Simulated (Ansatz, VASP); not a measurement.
**B3I: VASP beside Ansatz**

```xyz
4
Lattice="3.7772 0.0000 0.0000 0.0000 3.7772 0.0000 0.0000 0.0000 3.7772" Properties=species:S:1:pos:R:3 pbc="T T T"
B     0.0000    1.8886    1.8886
B     1.8886    0.0000    1.8886
B     1.8886    1.8886    0.0000
I     0.0000    0.0000    0.0000
```

Alike in both runs: functional PBE; k mesh 12 × 12 × 12; occupations gaussian, width 0.1 eV; no spin polarisation.

Ansatz relaxed the structure, and its values are those at the end. VASP's run is a single point on that final structure, the one shown.

```csv
,VASP,Ansatz
version,VASP 6.6.1,Ansatz 0.2.0
potentials or method,"VASP PAW PBE potentials, release 64 (B, I)","scalar-relativistic, plane waves, PAW"
plane-wave cutoff (eV),520,420
valence electrons in the cell,16,26
```

Ansatz gave:

| Quantity | Value |
| --- | --- |
| gap on the k mesh at the Fermi level (eV) | none |
| pressure (GPa) | 0.0 |

Problem. Estimate VASP's values.

Solution. gap on the k mesh at the Fermi level (eV): none; pressure (GPa): -0.1.

A gap of «none» marks a metal or a gap that the smearing closes. The two sets of potentials don't hold the same shells in valence.

Spin-orbit coupling is left out, which matters for the levels of I.
